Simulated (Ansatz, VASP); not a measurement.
# One calculation of Ga2Ge3O, two programs

INCAR

```
PREC = Accurate ; ENCUT = 520
EDIFF = 1E-7 ; ISMEAR = 0
SIGMA = 0.1 ; LREAL = F
LASPH = T ; NELM = 100
ALGO = Normal ; ISIF = 2
LWAVE = F ; LCHARG = F
GGA = PE ; NBANDS = 46
```

Contents of KPOINTS:

```
regular mesh
0
Gamma
  6 6 2
```

The input POSCAR:

```
Ga2Ge3O
1.0
    3.4884034400      0.0000000000      0.0000000000
    0.0000000000      3.4884034400      0.0000000000
    0.0000000000      0.0000000000      8.5036560700
Ga Ge O
2 3 1
Direct
    0.0000000000      0.0000000000      0.0094770000
    0.5000000000      0.5000000000      0.4938240100
    0.0000000000      0.0000000000      0.6709480300
    0.0000000000      0.0000000000      0.3257620000
    0.5000000000      0.5000000000      0.8341779700
    0.5000000000      0.5000000000      0.1658110000
```

Input for Ansatz:

```yaml
crystal:
  lattice:
    - [3.48840344, 0.0, 0.0]
    - [0.0, 3.48840344, 0.0]
    - [0.0, 0.0, 8.50365607]
  atoms:
    - { symbol: Ga, position: [0.0, 0.0, 0.009477] }
    - { symbol: Ga, position: [0.5, 0.5, 0.49382401] }
    - { symbol: Ge, position: [0.0, 0.0, 0.67094803] }
    - { symbol: Ge, position: [0.0, 0.0, 0.325762] }
    - { symbol: Ge, position: [0.5, 0.5, 0.83417797] }
    - { symbol: O, position: [0.5, 0.5, 0.165811] }
basis:
  ecutwfc: 420
kpoints:
  mp_grid: { grid: [6, 6, 2] }
hamiltonian:
  xc: pbe
scf:
  occupations: { method: gaussian, width: 0.1 }
  lower_state_search: "off"
output:
  forces: true
  stress: true
  eigenvalues: true
```

Change from the starting cell: species swapped into the Dy2CuAg3 type (P4mm, No. 99).

Alike in both runs: task single point; functional PBE; k mesh 6 × 6 × 2; occupations gaussian, width 0.1 eV; no spin polarisation.

|  | VASP | Ansatz |
| --- | --- | --- |
| version | VASP 6.6.1 | Ansatz 0.2.0 |
| potentials or method | VASP PAW PBE potentials, release 64 (Ga_d, Ge_d, O) | scalar-relativistic, plane waves, PAW |
| plane-wave cutoff (eV) | 520 | 420 |
| valence electrons in the cell | 74 | 74 |

```csv
,VASP,Ansatz,Ansatz less VASP
gap on the k mesh at the Fermi level (eV),none,none,-
pressure (GPa),-0.8,-0.8,-0.04
largest component of the traceless stress (GPa),2.43,2.45,+0.020
rms of the force components (eV/Å),0.262,0.262,-0.0001
```

Atom by atom the forces differ by 0.000 eV/Å (rms over components). A gap of «none» marks a metal or a gap that the smearing closes.

Caveats: the k mesh is coarse (spacing up to 0.37 Å⁻¹), so the values aren't converged.
